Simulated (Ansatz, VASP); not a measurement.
**SnC2 in VASP and in Ansatz**

```
CELL_PARAMETERS angstrom
4.81938 0.00000 0.00000
0.00000 4.81938 0.00000
0.00000 0.00000 4.81938
ATOMIC_POSITIONS crystal
Sn 0.00000 0.00000 0.00000
Sn 0.50000 0.50000 0.50000
C 0.25000 0.25000 0.25000
C 0.25000 0.75000 0.75000
C 0.75000 0.75000 0.25000
C 0.75000 0.25000 0.75000
```

Alike in both runs: functional PBE; k mesh 8 × 8 × 8; occupations gaussian, width 0.1 eV; no spin polarisation.

Ansatz relaxed the structure, and its values are those at the end. VASP's run is a single point on that final structure, the one shown.

|  | VASP | Ansatz |
| --- | --- | --- |
| version | VASP 6.6.1 | Ansatz 0.2.0 |
| potentials or method | VASP PAW PBE potentials, release 64 (Sn_d, C) | scalar-relativistic, plane waves, PAW |
| plane-wave cutoff (eV) | 520 | 420 |
| valence electrons in the cell | 44 | 44 |

|  | VASP | Ansatz | Ansatz less VASP |
| --- | --- | --- | --- |
| gap on the k mesh at the Fermi level (eV) | none | none | - |
| pressure (GPa) | -0.2 | 0.0 | +0.16 |

A gap of «none» marks a metal or a gap that the smearing closes.
